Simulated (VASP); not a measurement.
All values below come from PBE GGA, VASP's PBE PAW potentials (set 64) (plane waves; VASP).

Input for VASP

**KPOINTS**
```
Automatic mesh
0
Gamma
11 11 11
0 0 0
```

File POSCAR:
```
Nb
1
   -1.6500000000     1.6500000000     1.6500000000
    1.6500000000    -1.6500000000     1.6500000000
    1.6500000000     1.6500000000    -1.6500000000
Nb
1
Direct
  0.0000000000   0.0000000000   0.0000000000
```

**INCAR**
```
SYSTEM  =  Nb
ALGO  =  Normal
LCHARG  =  F
LMAXMIX  =  4   ! l cut-off of mixed one-centre charges
NELM  =  100   ! most electronic steps
ISMEAR  =  1   ! Methfessel-Paxton
LWAVE  =  F
EDIFF  =  1E-6   ! SCF stop (eV)
ENCUT  =  400   ! plane-wave cut-off (eV)
ISIF  =  2   ! forces and stress, cell fixed
LASPH  =  T   ! aspherical one-centre terms
GGA  =  PE
LREAL  =  F   ! projection in real space or not
SIGMA  =  0.1
PREC  =  Accurate
```

POTCAR, in this order: Nb_sv (PBE.64 set). Program: vasp_std.

Output of the run:

### OSZICAR
```
       N       E                     dE             d eps       ncg     rms          rms(c)
DAV:   1     0.926512949279E+02    0.92651E+02   -0.66670E+03  1152   0.106E+03
DAV:   2    -0.646609155350E+01   -0.99117E+02   -0.96797E+02  1248   0.379E+02
DAV:   3    -0.104561644955E+02   -0.39901E+01   -0.37944E+01  1658   0.629E+01
DAV:   4    -0.106297669938E+02   -0.17360E+00   -0.17308E+00  1540   0.115E+01
DAV:   5    -0.106345432559E+02   -0.47763E-02   -0.47744E-02  1652   0.175E+00    0.742E+00
DAV:   6    -0.102440641220E+02    0.39048E+00   -0.76379E-01  1712   0.112E+01    0.262E+00
DAV:   7    -0.101983617971E+02    0.45702E-01   -0.23152E-01  1742   0.605E+00    0.946E-01
DAV:   8    -0.102029500541E+02   -0.45883E-02   -0.11121E-02  1280   0.158E+00    0.619E-02
DAV:   9    -0.102029867707E+02   -0.36717E-04   -0.84731E-04  1856   0.319E-01    0.368E-02
DAV:  10    -0.102030002903E+02   -0.13520E-04   -0.23366E-05  1326   0.689E-02    0.120E-02
DAV:  11    -0.102029920822E+02    0.82081E-05   -0.41643E-06  1266   0.361E-02    0.272E-03
DAV:  12    -0.102029921559E+02   -0.73721E-07   -0.10642E-07   662   0.528E-03
   1 F= -.10202992E+02 E0= -.10202589E+02  d E =-.120829E-02
```

File OUTCAR:
```
------------------------ aborting loop because EDIFF is reached ----------------------------------------
  FORCE on cell =-STRESS in cart. coord.  units (eV):
  Direction    XX          YY          ZZ          XY          YZ          ZX
  --------------------------------------------------------------------------------------
  Total        0.1728651      0.1728651      0.1728651      0.0000000     -0.0000000     -0.0000000
  in kB       15.4136668     15.4136668     15.4136668      0.0000000     -0.0000000     -0.0000000
  external PRESSURE =      15.4136668 kB  Pullay stress =       0.0000000 kB
  volume of cell :       17.97
      direct lattice vectors                 reciprocal lattice vectors
    -1.650000000  1.650000000  1.650000000     0.000000000  0.303030303  0.303030303
     1.650000000 -1.650000000  1.650000000     0.303030303  0.000000000  0.303030303
     1.650000000  1.650000000 -1.650000000     0.303030303  0.303030303  0.000000000
 POSITION                                       TOTAL-FORCE (eV/Angst)
 -----------------------------------------------------------------------------------
      0.00000      0.00000      0.00000        -0.000000      0.000000     -0.000000
 -----------------------------------------------------------------------------------
    total drift:                                0.000000     -0.000000     -0.000000
  FREE ENERGIE OF THE ION-ELECTRON SYSTEM (eV)
  ---------------------------------------------------
  free  energy   TOTEN  =       -10.2029921559 eV

  energy  without entropy=      -10.2017838609  energy(sigma->0) =      -10.20258939
```
(Selected blocks of OUTCAR.)

### OUTCAR
```
 val. band max:       11.1488099010   @ k =  -0.1818   0.1818   0.0909

 cond. band min:      11.1545247658   @ k =   0.2727   0.0000   0.0000


 Fermi energy:        11.1523094621

 k-point     1 :       0.0000    0.0000    0.0000
  band No.  band energies     occupation
      1     -43.1603      2.00000
      2     -18.4562      2.00000
      3     -18.4562      2.00000
      4     -18.4562      2.00000
      5       5.2823      2.00000
      6      11.5743     -0.00000
      7      11.5743     -0.00000
      8      11.5743     -0.00000
      9      14.4924      0.00000
     10      14.4924      0.00000

 k-point     2 :       0.0909    0.0000    0.0000
  band No.  band energies     occupation
      1     -43.1410      2.00000
      2     -18.5731      2.00000
      3     -18.4916      2.00000
      4     -18.4572      2.00000
      5       5.6191      2.00000
      6      11.3685     -0.00916
      7      11.5163     -0.00000
      8      11.9001     -0.00000
      9      14.2004      0.00000
     10      14.4941      0.00000

 k-point     3 :       0.1818    0.0000    0.0000
  band No.  band energies     occupation
      1     -43.0890      2.00000
      2     -18.8780      2.00000
      3     -18.5855      2.00000
      4     -18.4600      2.00000
      5       6.4971      2.00000
      6      10.8670      2.00041
      7      11.2563     -0.05757
      8      12.8448     -0.00000
      9      13.8866      0.00000
     10      14.5399      0.00000

 k-point     4 :       0.2727    0.0000    0.0000
  band No.  band energies     occupation
      1     -43.0201      2.00000
      2     -19.2615      2.00000
      3     -18.7063      2.00000
      4     -18.4638      2.00000
      5       7.4042      2.00000
      6      10.2947      2.00000
      7      11.1545      0.96251
      8      14.0513      0.00000
      9      14.2976      0.00000
     10      14.6939      0.00000

 k-point     5 :       0.3636    0.0000    0.0000
...
```

The compound is Nb in the bcc structure. The cell was not relaxed at this level. The run is one of a series of settings (KPOINTS 11×11×11 Γ-centred mesh against the base run), some of them coarse on purpose.
